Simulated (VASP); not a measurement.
Runs of VASP 6.6.1 on Fe. Symmetry: Im-3m, No. 229, cubic system. The conventional cell has a = 2.746 Å, b = 2.746 Å, c = 2.746 Å, α = 90.00°, β = 90.00°, γ = 90.00°. Fe (site symmetry m-3m) is surrounded by 8 Fe at 2.38 Å. 

```csv
task,level,potentials or basis,cell,cutoff (eV),smearing,k mesh for the DOS,occupations for the DOS,gap on the mesh (eV),pressure (GPa),moment (μB)
band structure,LDA,"VASP PAW LDA potentials, release 64 (Fe)","Im-3m, 10.36 Å³/atom",520,methfessel-paxton 0.1 eV,-,-,-,(b),1.95
density of states,r2SCAN,"VASP PAW PBE potentials, release 64 (Fe)","Im-3m, 11.7 Å³/atom",520,tetrahedron,-,-,none,0.2,2.62
single point,r2SCAN,"VASP PAW PBE potentials, release 64 (Fe)","Im-3m, 12.02 Å³/atom",600,methfessel-paxton 0.1 eV,-,-,none,(a),2.64
band structure,r2SCAN,"VASP PAW PBE potentials, release 64 (Fe)","Im-3m, 11.7 Å³/atom",520,methfessel-paxton 0.1 eV,-,-,-,0.1,2.62
density of states,LDA,"VASP PAW LDA potentials, release 64 (Fe)","Im-3m, 10.36 Å³/atom",520,methfessel-paxton 0.1 eV,27 × 27 × 27,tetrahedron,-,-,1.95
```

Alike in all rows: spin collinear, ferromagnetic start; k mesh 18 × 18 × 18.

Fill in the values left out.

(a) -4.8; (b) 0.0.

Caveats: the PAW data sets were made with another functional, which shifts forces and pressure a little (some runs); tetrahedron occupations give inexact forces and stress in metals (some runs).

A gap of «none» marks a metal or a gap under the smearing width.
